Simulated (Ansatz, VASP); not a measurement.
# Cross-check of Ta (Ta(111)) between VASP and Ansatz, part 2 of 2

One calculation is typed for both programs; each brings its own data sets. How far apart do they land? The cell is taken from a series of runs on this material, whose earlier steps may have relaxed, scaled, displaced or heated it; both programs get it as it stands.

VASP 6.6.1 and Ansatz 0.2.0.

So far: The starting structure; Ansatz: single point, PBE, spin-orbit coupling.

### 3. VASP: single point, PBE, spin-orbit coupling

Level of this step: PBE, spin-orbit coupling; plane waves and PAW (Ta_pv) (VASP).

The same cell, functional, mesh and smearing now go to VASP, with its own data sets.

Lines of VASP's logs that name or quote its potential files are left out, and so is its time.

Input file INCAR:

```
SYSTEM = Ta
PREC = Accurate
ENCUT = 400
EDIFF = 1E-06
NELM = 200
ISMEAR = -1
SIGMA = 0.1
LREAL = .FALSE.
ALGO = Normal
GGA = PE
LNONCOLLINEAR = .TRUE.
MAGMOM = 0 0 0 0 0 0 0 0 0 0 0 0 0 0 0 0 0 0 0 0 0 0 0 0 0 0 0 0 0 0 0 0 0
NBANDS = 150
GGA_COMPAT = .FALSE.
LASPH = .TRUE.
LSORBIT = .TRUE.
LMAXMIX = 4
LORBIT = 11
LWAVE = .FALSE.
LCHARG = .FALSE.
ISIF = 2
LDIPOL = .TRUE.
IDIPOL = 3
DIPOL = 0.5 0.5 0.5
LVHAR = .TRUE.
NELMDL = -8
KPAR = 2
```

Input file POSCAR:

```
Ta
1.0
    4.6810468915      0.0000000000      0.0000000000
    2.3405234457      4.0539055243      0.0000000000
    0.0000000000      0.0000000000     27.5551469551
Ta
11
Direct
    0.6666666666      0.6666666667      0.3266177464
    1.0000000000      0.0000000001      0.3612941971
    0.3333333333      0.3333333334      0.3959706478
    0.6666666666      0.6666666667      0.4306470986
    1.0000000000      0.0000000001      0.4653235493
    0.3333333333      0.3333333334      0.5000000000
    0.6666666666      0.6666666667      0.5346764507
    1.0000000000      0.0000000001      0.5693529014
    0.3333333333      0.3333333334      0.6040293522
    0.6666666666      0.6666666667      0.6387058029
    1.0000000000      0.0000000001      0.6733822536
```

Input file KPOINTS:

```
Automatic mesh
0
Gamma
10 10 1
0 0 0
```

PAW data sets: Ta_pv (PBE family, release 64).

Run with:

```
mpirun -np 2 vasp_ncl
```

Numbers of over 12 decimals in the logs are rounded to 6 here.

The log of the run:

```text
[banner, memory and clock lines left out]
running    2 mpi-ranks, on    1 nodes
 distrk:  each k-point on    1 cores,    2 groups
 distr:  one band on    1 cores,    1 groups

 POSCAR found type information on POSCAR Ta
 POSCAR found :  1 types and      11 ions
 LDA part: xc-table for (Slater+PW92), standard interpolation
 POSCAR, INCAR and KPOINTS ok, starting setup
 FFT: planning ... GRIDC
 FFT: planning ... GRID_SOFT
 FFT: planning ... GRID
 WAVECAR not read
 entering main loop
       N       E                     dE             d eps       ncg     rms          rms(c)
DAV:   1     0.941832438587E+03    0.94183E+03   -0.61254E+04  5376   0.118E+03
DAV:   2    -0.901018156049E+02   -0.10319E+04   -0.10061E+04  4802   0.360E+02
DAV:   3    -0.141129274893E+03   -0.51027E+02   -0.48289E+02  5346   0.688E+01
DAV:   4    -0.143746681503E+03   -0.26174E+01   -0.25675E+01  5608   0.130E+01
DAV:   5    -0.143848008934E+03   -0.10133E+00   -0.10070E+00  5664   0.226E+00
DAV:   6    -0.143852777257E+03   -0.47683E-02   -0.47526E-02  5624   0.456E-01
DAV:   7    -0.143853089232E+03   -0.31198E-03   -0.31133E-03  5624   0.965E-02
DAV:   8    -0.143853110207E+03   -0.20974E-04   -0.20941E-04  5056   0.218E-02    0.419E+01
DAV:   9    -0.170308387402E+03   -0.26455E+02   -0.14406E+02  6026   0.478E+01    0.310E+01
DAV:  10    -0.151612835882E+03    0.18696E+02   -0.32454E+02  6028   0.508E+01    0.254E+01
DAV:  11    -0.139247818621E+03    0.12365E+02   -0.92801E+01  5448   0.249E+01    0.127E+01
DAV:  12    -0.133393994204E+03    0.58538E+01   -0.20169E+01  5468   0.118E+01    0.750E+00
DAV:  13    -0.131833286026E+03    0.15607E+01   -0.28039E+00  5856   0.572E+00    0.469E+00
DAV:  14    -0.131808328752E+03    0.24957E-01   -0.31505E-01  5304   0.175E+00    0.452E+00
[...]
DAV:  29    -0.130931673738E+03   -0.26902E-04   -0.33902E-06  3616   0.380E-03    0.107E-03
DAV:  30    -0.130931682900E+03   -0.91620E-05   -0.82167E-07  3336   0.188E-03    0.112E-03
DAV:  31    -0.130931692863E+03   -0.99622E-05   -0.91325E-07  3328   0.138E-03    0.797E-04
DAV:  32    -0.130931697893E+03   -0.50307E-05   -0.60908E-07  3248   0.124E-03    0.639E-04
DAV:  33    -0.130931704410E+03   -0.65163E-05   -0.15170E-07  2936   0.710E-04    0.387E-04
DAV:  34    -0.130931711003E+03   -0.65932E-05   -0.40525E-07  3098   0.887E-04    0.301E-04
DAV:  35    -0.130931713248E+03   -0.22449E-05   -0.16374E-07  2976   0.582E-04    0.228E-04
DAV:  36    -0.130931713802E+03   -0.55477E-06   -0.55660E-08  2832   0.372E-04
   1 F= -.13093171E+03 E0= -.13066795E+03  d E =-.527523E+00  mag=    -0.0000    -0.0000    -0.0000
```

Parts of OUTCAR (step 3):

```text
ion  position               nearest neighbor table
   1  0.667  0.667  0.327-   2 2.87   2 2.87   2 2.87   4 2.87   3 3.31   3 3.31   3 3.31
   2  0.000  0.000  0.361-   1 2.87   3 2.87   1 2.87   3 2.87   3 2.87   1 2.87   5 2.87   4 3.31
                             4 3.31   4 3.31
   3  0.333  0.333  0.396-   2 2.87   2 2.87   2 2.87   4 2.87   4 2.87   4 2.87   6 2.87   1 3.31
                             1 3.31   1 3.31   5 3.31   5 3.31   5 3.31
   4  0.667  0.667  0.431-   7 2.87   5 2.87   5 2.87   5 2.87   3 2.87   3 2.87   3 2.87   1 2.87
                             6 3.31   6 3.31   6 3.31   2 3.31   2 3.31   2 3.31
   5  0.000  0.000  0.465-   8 2.87   4 2.87   6 2.87   4 2.87   6 2.87   6 2.87   4 2.87   2 2.87
                             7 3.31   7 3.31   7 3.31   3 3.31   3 3.31   3 3.31
   6  0.333  0.333  0.500-   5 2.87   7 2.87   7 2.87   5 2.87   7 2.87   5 2.87   3 2.87   9 2.87
                             8 3.31   4 3.31   4 3.31   8 3.31   4 3.31   8 3.31
   7  0.667  0.667  0.535-   4 2.87   8 2.87   6 2.87   8 2.87   6 2.87   6 2.87   8 2.87  10 2.87
                             5 3.31   5 3.31   5 3.31   9 3.31   9 3.31   9 3.31
   8  0.000  0.000  0.569-   5 2.87   7 2.87   7 2.87   7 2.87   9 2.87   9 2.87   9 2.87  11 2.87
                             6 3.31   6 3.31   6 3.31  10 3.31  10 3.31  10 3.31
   9  0.333  0.333  0.604-  10 2.87  10 2.87  10 2.87   8 2.87   8 2.87   8 2.87   6 2.87  11 3.31
                            11 3.31  11 3.31   7 3.31   7 3.31   7 3.31
  10  0.667  0.667  0.639-  11 2.87   9 2.87  11 2.87   9 2.87   9 2.87  11 2.87   7 2.87   8 3.31
                             8 3.31   8 3.31
  11  0.000  0.000  0.673-  10 2.87  10 2.87  10 2.87   8 2.87   9 3.31   9 3.31   9 3.31

  LATTYP: Found a hexagonal cell.
 ALAT       =     4.6810468914
 C/A-ratio  =     5.8865351265

 Subroutine GETGRP returns: Found 12 space group operations
 (whereof  6 operations were pure point group operations)

The static configuration has the point symmetry C_3v.
 The point group associated with its full space group is D_3d.

 Found     14 irreducible k-points:

   k-points           NKPTS =     14   k-points in BZ     NKDIM =     14   number of bands    NBANDS=    150

   dimension x,y,z NGX =    32 NGY =   32 NGZ =  180
   dimension x,y,z NGXF=    64 NGYF=   64 NGZF=  360

   ENCUT  =  400.0 eV  29.40 Ry    5.42 a.u.   7.63  7.63 44.94*2*pi/ulx,y,z

   NELECT =     121.0000    total number of electrons

 k-points in reciprocal lattice and weights: Automatic mesh
   0.00000000  0.00000000  0.00000000       0.010
   0.10000000  0.00000000  0.00000000       0.060
   0.20000000  0.00000000  0.00000000       0.060
   0.30000000  0.00000000  0.00000000       0.060
   0.40000000  0.00000000  0.00000000       0.060
   0.50000000  0.00000000  0.00000000       0.030
   0.20000000  0.10000000  0.00000000       0.060
   0.30000000  0.10000000  0.00000000       0.120
   0.40000000  0.10000000  0.00000000       0.120
[...]
-0.40000000  0.20000000  0.00000000       0.060
  -0.40000000  0.30000000  0.00000000       0.060

 dipolmoment           0.000000      0.000000     -0.000001 electrons x Angstroem

 average (electrostatic) potential at core
       1 -42.9194       2 -42.0743       3 -42.3252       4 -42.0445       5 -41.9412
       6 -42.0384       7 -41.9412       8 -42.0445       9 -42.3252      10 -42.0743
      11 -42.9194

 E-fermi :   0.0103

 k-point     1 :       0.0000    0.0000    0.0000
  band No.  band energies     occupation
    ...
    120      -0.3723      0.97866
    121      -0.1429      0.82216
    122      -0.1429      0.82216
    123      -0.0933      0.73795
    124      -0.0933      0.73795
    125       0.0628      0.37162
    126       0.0628      0.37162
    127       0.2009      0.12935
    128       0.2009      0.12935
    129       0.3454      0.03385
    ...

 k-point     2 :       0.1000    0.0000    0.0000
  band No.  band energies     occupation
    ...
    120      -0.2751      0.94551
    121      -0.0825      0.71649
    122      -0.0825      0.71649
    123      -0.0222      0.58042
    124      -0.0222      0.58042
    125       0.1617      0.18021
    126       0.1617      0.18021
    127       0.2601      0.07596
    128       0.2601      0.07595
    129       0.3809      0.02398
    ...

 k-point     3 :       0.2000    0.0000    0.0000
  band No.  band energies     occupation
    ...
    116      -0.2107      0.90110
    117      -0.1914      0.88250
    118      -0.1914      0.88250
    119      -0.1366      0.81285
    120      -0.1366      0.81285
    121       0.0998      0.28999
    122       0.0998      0.28999
    123       0.1589      0.18447
    124       0.1589      0.18447
    125       0.3191      0.04358
    ...

  Total       -8.1254820     -8.1254820     -9.3697371      0.0000000      0.0000000      0.0000000
  in kB      -24.8966188    -24.8966188    -28.7090381      0.0000000      0.0000000      0.0000000
  external PRESSURE =     -26.1674252 kB  Pullay stress =       0.0000000 kB

  energy-cutoff  :      400.00
  volume of cell :      522.90
      direct lattice vectors                 reciprocal lattice vectors
     4.681046892  0.000000000  0.000000000     0.213627426 -0.123337852  0.000000000
     2.340523446  4.053905524  0.000000000     0.000000000  0.246675704  0.000000000
     0.000000000  0.000000000 27.555146955     0.000000000  0.000000000  0.036290861

 POSITION                                       TOTAL-FORCE (eV/Angst)
 -----------------------------------------------------------------------------------
      4.68105      2.70260      9.00000        -0.000000     -0.000000      1.877591
      0.00000      0.00000      9.95551         0.000000      0.000000      0.205606
      2.34052      1.35130     10.91103         0.000000     -0.000000     -1.210376
      4.68105      2.70260     11.86654        -0.000000      0.000000     -0.646739
      0.00000      0.00000     12.82206         0.000000      0.000000     -0.448615
      2.34052      1.35130     13.77757        -0.000000      0.000000     -0.000000
      4.68105      2.70260     14.73309        -0.000000      0.000000      0.448615
      0.00000      0.00000     15.68860         0.000000      0.000000      0.646739
      2.34052      1.35130     16.64412        -0.000000      0.000000      1.210376
      4.68105      2.70260     17.59963        -0.000000     -0.000000     -0.205606
      0.00000      0.00000     18.55515         0.000000      0.000000     -1.877591
 -----------------------------------------------------------------------------------
    total drift:                                0.000000     -0.000000     -0.000120

  FREE ENERGIE OF THE ION-ELECTRON SYSTEM (eV)
  ---------------------------------------------------
  free  energy   TOTEN  =      -130.9317138024 eV

  energy  without entropy=     -130.4041911549  energy(sigma->0) =     -130.66795248

 vacuum level on the upper side and lower side of the slab         3.520         3.520

 Spin-Orbit-Coupling matrix elements
 Ion:    1  E_soc:     -1.4746395
 Ion:    2  E_soc:     -1.4502013
 Ion:    3  E_soc:     -1.4188056
 Ion:    4  E_soc:     -1.4152615
 Ion:    5  E_soc:     -1.4202585
 Ion:    6  E_soc:     -1.4064912
 Ion:    7  E_soc:     -1.4202585
 Ion:    8  E_soc:     -1.4152615
 Ion:    9  E_soc:     -1.4188056
 Ion:   10  E_soc:     -1.4502013
 Ion:   11  E_soc:     -1.4746395

 total charge
# of ion       s       p       d       tot
------------------------------------------
    1        0.381   6.013   2.353   8.747
    2        0.383   6.103   2.427   8.913
    3        0.366   6.148   2.336   8.850
    4        0.365   6.172   2.379   8.916
    5        0.368   6.165   2.403   8.936
    6        0.371   6.176   2.372   8.919
    7        0.368   6.165   2.403   8.936
    8        0.365   6.172   2.379   8.916
    9        0.366   6.148   2.336   8.850
   10        0.383   6.103   2.427   8.913
   11        0.381   6.013   2.353   8.747
--------------------------------------------------
tot          4.096  67.379  26.168  97.644

 magnetization (x)
# of ion       s       p       d       tot
------------------------------------------
    1        0.000   0.000   0.000   0.000
    2        0.000   0.000   0.000   0.000
    3        0.000   0.000   0.000   0.000
    4        0.000  -0.000   0.000   0.000
    5        0.000  -0.000   0.000  -0.000
    6        0.000  -0.000   0.000   0.000
    7        0.000  -0.000   0.000  -0.000
    8        0.000  -0.000   0.000   0.000
    9        0.000   0.000   0.000   0.000
   10        0.000   0.000   0.000   0.000
   11        0.000   0.000   0.000   0.000
--------------------------------------------------
tot          0.000  -0.000   0.000   0.000

 magnetization (y)
# of ion       s       p       d       tot
------------------------------------------
    1        0.000  -0.000   0.000  -0.000
    2        0.000   0.000   0.000   0.000
    3        0.000   0.000   0.000   0.000
    4        0.000  -0.000   0.000   0.000
    5        0.000   0.000   0.000   0.000
    6        0.000   0.000   0.000   0.000
    7        0.000   0.000   0.000   0.000
    8        0.000  -0.000   0.000   0.000
    9        0.000   0.000   0.000   0.000
   10        0.000   0.000  -0.000  -0.000
   11       -0.000  -0.000   0.000  -0.000
--------------------------------------------------
tot          0.000  -0.000   0.000   0.000

 magnetization (z)
# of ion       s       p       d       tot
------------------------------------------
    1       -0.000  -0.000   0.000   0.000
    2        0.000   0.000  -0.000  -0.000
    3        0.000  -0.000   0.000   0.000
    4       -0.000  -0.000   0.000   0.000
    5        0.000   0.000  -0.000  -0.000
    6        0.000  -0.000  -0.000  -0.000
    7        0.000   0.000  -0.000  -0.000
    8       -0.000   0.000   0.000   0.000
    9        0.000  -0.000  -0.000  -0.000
   10       -0.000   0.000   0.000  -0.000
   11       -0.000  -0.000   0.000   0.000
--------------------------------------------------
tot         -0.000  -0.000   0.000  -0.000

[... 3 further parts left out ...]
```

### 4. Differences

Known differences besides the potentials themselves: spin-orbit coupling enters by fully relativistic files in Ansatz and inside the spheres in VASP; the data sets hold 143 valence electrons in Ansatz (on its fully relativistic PAW (standard-fr) files) and 121 in VASP; the cutoff is 420 eV in Ansatz and 400 eV in VASP. Total energies have different zeros and are not compared.

Compared:

| quantity | Ansatz | VASP | difference |
| --- | --- | --- | --- |
| work function, lower of the two faces (eV) | 3.52 | 3.51 | +0.01 |
| work function, higher of the two faces (eV) | 3.52 | 3.51 | +0.01 |

Where the cell holds vacuum, a pressure given here is an average over it and none of the material.

### 5. Results

```yaml
difference_in_work_function_higher_of_the_two_faces_single_point_pbe_spin_orbit_coupling: 0.012 eV
```

In words: The difference in work function, higher of the two faces is 0.012 eV (single point, PBE, spin-orbit coupling). The data sets hold unlike numbers of valence electrons (143 in Ansatz and 121 in VASP), so part of the differences may come from the potentials. Such differences can come from data sets, numerical settings and the points named under the comparisons, not from the functional's error against experiment.

[Lines on the potential files, build, host, timing and source positions are cut from VASP's logs without a mark.]

[Logs are printed without paths, hosts, clocks, repeated set-up lines and the standing remarks that a program may print on its own settings, such as how far it seeks lower states.]

[Hosts, paths, dates, database ids (printed as entryN), source tags and the programs' standing remarks are cut or masked in the printed files.]
